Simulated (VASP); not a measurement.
The system is Ir.

```
Ir
1.0
     0.00000    1.91560    1.91560
     1.91560    0.00000    1.91560
     1.91560    1.91560    0.00000
Ir
1
Direct
  0.00000 0.00000 0.00000
```

```yaml
Program: VASP 6.6.1
Task: relaxation of cell and atoms
Functional: PBE
Potentials_or_basis: VASP PAW PBE potentials, release 64 (Ir)
Cutoff: 600 eV
k_mesh: 16 × 16 × 16
Occupations: methfessel-paxton, width 0.1 eV
Spin: no spin polarisation
```

At the start: pressure 12.5 GPa; volume 14.06 Å³/atom.

Question: Where does the relaxation end?

Answer: Over 4 steps the energy falls by 17.8 meV/atom and the volume is 14.53 Å³/atom (+3.4 %); space group Fm-3m (No. 225, to 0.05 Å).

The path:
| step | energy change (eV) | largest force (eV/Å) | pressure (GPa) | volume (Å³) |
| --- | --- | --- | --- | --- |
| 1 | 0.0000 | 0.0000 | 12.55 | 14.06 |
| 2 | 0.1900 | 0.0000 | -31.03 | 16.42 |
| 3 | -0.0178 | 0.0000 | -0.63 | 14.56 |
| 4 | -0.0178 | 0.0000 | -0.07 | 14.53 |

Final structure:
```cif
data_structure
_symmetry_space_group_name_H-M 'P 1'
_symmetry_Int_Tables_number 1
_cell_length_a 2.7392
_cell_length_b 2.7392
_cell_length_c 2.7392
_cell_angle_alpha 60.000
_cell_angle_beta 60.000
_cell_angle_gamma 60.000
_cell_volume 14.53
loop_
_atom_site_label
_atom_site_type_symbol
_atom_site_fract_x
_atom_site_fract_y
_atom_site_fract_z
_atom_site_occupancy
Ir1 Ir 0.00000 0.00000 0.00000 1
```
